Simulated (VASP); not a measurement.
Method: PBE GGA, VASP's PBE PAW potentials (set 64) (plane waves; VASP).

VASP input:

### KPOINTS
```
Automatic mesh
0
Gamma
13 13 7
0 0 0
```

**INCAR**
```
ALGO  =  Normal
EDIFF  =  1E-6
EDIFFG  =  -0.01
ENCUT  =  480
GGA  =  PE
IBRION  =  2
ISIF  =  3
ISMEAR  =  1
LASPH  =  .True.
LCHARG  =  .False.
LMAXMIX  =  4
LREAL  =  .False.
LWAVE  =  .False.
NELM  =  100
NSW  =  60
PREC  =  Accurate
SIGMA  =  0.1
SYSTEM  =  Ti
```

POSCAR:
```
Ti
1.0
  1.4609447235  -2.5304305453   0.0000000000
  1.4609447235   2.5304305453   0.0000000000
  0.0000000000   0.0000000000   4.6323540702
Ti
2
Cart
  1.4609447235   0.8434785354   1.1580885175
  1.4609447235  -0.8434785354   3.4742655526
```

POTCAR, in this order: Ti (PBE.64 set). Program: vasp_std.

The run wrote:

**OUTCAR**
```
 ion  position               nearest neighbor table
   1  0.333  0.667  0.250-   2 2.87   2 2.87   2 2.87   2 2.87   2 2.87   2 2.87
   2  0.667  0.333  0.750-   1 2.87   1 2.87   1 2.87   1 2.87   1 2.87   1 2.87
  LATTYP: Found a hexagonal cell.
 ALAT       =     2.9218894965
 C/A-ratio  =     1.5853967358
 Subroutine PRICEL returns:
 Original cell was already a primitive cell.
 Subroutine GETGRP returns: Found 24 space group operations
The static configuration has the point symmetry D_3d.
 The point group associated with its full space group is D_6h.
The dynamic configuration has the point symmetry D_3d.
 Subroutine INISYM returns: Found 24 space group operations
 Subroutine IBZKPT returns following result:
 Found     84 irreducible k-points:

 Following reciprocal coordinates:
            Coordinates               Weight
  0.000000  0.000000  0.000000      1.000000
  0.076923  0.000000  0.000000      6.000000
  0.153846  0.000000  0.000000      6.000000
  0.230769  0.000000  0.000000      6.000000
  0.307692  0.000000  0.000000      6.000000
  0.384615  0.000000  0.000000      6.000000
  0.461538 -0.000000  0.000000      6.000000
  0.076923  0.076923  0.000000      6.000000
  0.153846  0.076923  0.000000     12.000000
  0.230769  0.076923  0.000000     12.000000
  0.307692  0.076923  0.000000     12.000000
  0.384615  0.076923  0.000000     12.000000
  0.461538  0.076923  0.000000      6.000000
  0.153846  0.153846  0.000000      6.000000
  0.230769  0.153846  0.000000     12.000000
  0.307692  0.153846  0.000000     12.000000
  0.384615  0.153846  0.000000     12.000000
  0.230769  0.230769  0.000000      6.000000
  0.307692  0.230769  0.000000     12.000000
  0.384615  0.230769  0.000000      6.000000
  0.307692  0.307692  0.000000      6.000000
  0.000000  0.000000  0.142857      2.000000
...
```

OSZICAR:
```
       N       E                     dE             d eps       ncg     rms          rms(c)
DAV:   1     0.814177703282E+01    0.81418E+01   -0.28372E+03  1344   0.816E+02
DAV:   2    -0.163688549794E+02   -0.24511E+02   -0.24089E+02  1376   0.111E+02
DAV:   3    -0.176582835611E+02   -0.12894E+01   -0.12664E+01  2184   0.282E+01
DAV:   4    -0.176666636884E+02   -0.83801E-02   -0.83800E-02  1552   0.223E+00
DAV:   5    -0.176667385376E+02   -0.74849E-04   -0.74850E-04  2128   0.863E-02    0.156E+01
DAV:   6    -0.157889664617E+02    0.18778E+01   -0.42830E+00  1344   0.234E+01    0.438E+00
DAV:   7    -0.155401703742E+02    0.24880E+00   -0.11098E+00  1472   0.111E+01    0.654E-01
DAV:   8    -0.155259855179E+02    0.14185E-01   -0.19633E-02  1848   0.162E+00    0.246E-01
DAV:   9    -0.155237711951E+02    0.22143E-02   -0.51256E-03  1760   0.528E-01    0.493E-02
DAV:  10    -0.155237093600E+02    0.61835E-04   -0.12918E-04  1712   0.122E-01    0.108E-02
DAV:  11    -0.155237035163E+02    0.58437E-05   -0.86020E-06  1952   0.312E-02    0.229E-03
DAV:  12    -0.155237027440E+02    0.77223E-06   -0.26306E-07   824   0.490E-03
   1 F= -.15523703E+02 E0= -.15523661E+02  d E =-.155237E+02
```

**OUTCAR**
```
------------------------ aborting loop because EDIFF is reached ----------------------------------------
  FORCE on cell =-STRESS in cart. coord.  units (eV):
  Direction    XX          YY          ZZ          XY          YZ          ZX
  --------------------------------------------------------------------------------------
  Total        0.0022261      0.0022261      0.0016935      0.0000000     -0.0000000     -0.0000000
  in kB        0.1041363      0.1041363      0.0792217      0.0000000     -0.0000000     -0.0000000
  external PRESSURE =       0.0958314 kB  Pullay stress =       0.0000000 kB
  volume of cell :       34.25
      direct lattice vectors                 reciprocal lattice vectors
     1.460944723 -2.530430545  0.000000000     0.342244297 -0.197594833  0.000000000
     1.460944723  2.530430545  0.000000000     0.342244297  0.197594833  0.000000000
     0.000000000  0.000000000  4.632354070     0.000000000  0.000000000  0.215872963
 POSITION                                       TOTAL-FORCE (eV/Angst)
 -----------------------------------------------------------------------------------
      1.46094      0.84348      1.15809        -0.000000     -0.000000      0.000000
      1.46094     -0.84348      3.47427         0.000000      0.000000      0.000000
 -----------------------------------------------------------------------------------
    total drift:                               -0.000000     -0.000008     -0.000004
  FREE ENERGIE OF THE ION-ELECTRON SYSTEM (eV)
  ---------------------------------------------------
  free  energy   TOTEN  =       -15.5237027440 eV

  energy  without entropy=      -15.5235786527  energy(sigma->0) =      -15.52366138

 reached required accuracy - stopping structural energy minimisation
```
(Selected blocks of OUTCAR.)

The compound is Ti in the hcp structure. It was relaxed first. The start is the result of an earlier pass.
